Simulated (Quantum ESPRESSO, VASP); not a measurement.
This is a calculation of SiO for VASP 6.6.1. The cell comes from a database or a generator and needn't be the stable form of this composition.

File INCAR:

```
SYSTEM = SiO
PREC = Accurate
ENCUT = 520
EDIFF = 1E-7
ISMEAR = -1
SIGMA = 0.05
LREAL = .False.
LASPH = .True.
NELM = 100
ALGO = Normal
ISIF = 2
LWAVE = .False.
LCHARG = .True.
GGA = PE
LELF = .True.
LVHAR = .True.
NBANDS = 12
```

File KPOINTS:

```
regular mesh
0
Gamma
  9 9 9
  0 0 0
```

The input POSCAR:

```
SiO
1.0
    2.8069700000      0.0000000000      0.0000000000
    0.0000000000      2.8069700000      0.0000000000
    0.0000000000      0.0000000000      2.8069700000
Si O
1 1
Direct
    0.0000000000      0.0000000000      0.0000000000
    0.5000000000      0.5000000000      0.5000000000
```

Potentials or basis: VASP PAW PBE potentials, release 64 (Si, O).

Command:

```sh
$ cat potpaw_PBE.64/Si/POTCAR potpaw_PBE.64/O/POTCAR > POTCAR
$ mpirun -np 1 vasp_std > vasp.out
```

Q: What does the same run look like in Quantum ESPRESSO 7.5? Potentials or basis there: SSSP 1.3 efficiency PBE, cutoff 748 eV.

A: As run (cutoffs and basis follow the program's own potentials, and thresholds, step limits or extra output files can differ):

The input pw.in:

```
&CONTROL
  calculation = 'scf'
  prefix = 'pwscf'
  outdir = './tmp'
  pseudo_dir = './pseudo'
  tprnfor = .true.
  tstress = .true.
  disk_io = 'low'
/
&SYSTEM
  ibrav = 0
  nat = 2
  ntyp = 2
  ecutwfc = 55
  ecutrho = 440
  nbnd = 10
  occupations = 'smearing'
  smearing = 'fd'
  degauss = 0.00367493
/
&ELECTRONS
  conv_thr = 4d-10
  electron_maxstep = 120
  mixing_beta = 0.5
/
ATOMIC_SPECIES
Si    28.0850 Si.pbe-n-rrkjus_psl.1.0.0.UPF
O     15.9990 O.pbe-n-kjpaw_psl.0.1.UPF
CELL_PARAMETERS angstrom
   2.8069700000    0.0000000000    0.0000000000
   0.0000000000    2.8069700000    0.0000000000
   0.0000000000    0.0000000000    2.8069700000
ATOMIC_POSITIONS crystal
Si     0.0000000000    0.0000000000    0.0000000000
O      0.5000000000    0.5000000000    0.5000000000
K_POINTS automatic
9 9 9 0 0 0
```

File pp_density.in:

```
&INPUTPP
  prefix = 'pwscf'
  outdir = './tmp'
  filplot = 'density.dat'
  plot_num = 0
/
&PLOT
  nfile = 1
  filepp(1) = 'density.dat'
  iflag = 3
  output_format = 6
  fileout = 'density.cube'
/
```

File pp_potential.in:

```
&INPUTPP
  prefix = 'pwscf'
  outdir = './tmp'
  filplot = 'potential.dat'
  plot_num = 11
/
&PLOT
  nfile = 1
  filepp(1) = 'potential.dat'
  iflag = 3
  output_format = 6
  fileout = 'potential.cube'
/
```

Potentials or basis: SSSP 1.3 efficiency PBE.

Launch:

```bash
$ OMP_NUM_THREADS=1 pw.x -in pw.in > pw.out
$ OMP_NUM_THREADS=1 pp.x -in pp_density.in > pp_density.out
$ OMP_NUM_THREADS=1 pp.x -in pp_potential.in > pp_potential.out
```

Both were run:

|  | VASP | Quantum ESPRESSO |
| --- | --- | --- |
| Pressure | 0.1 GPa | 0.0 GPa |

Pressure is positive in compression.
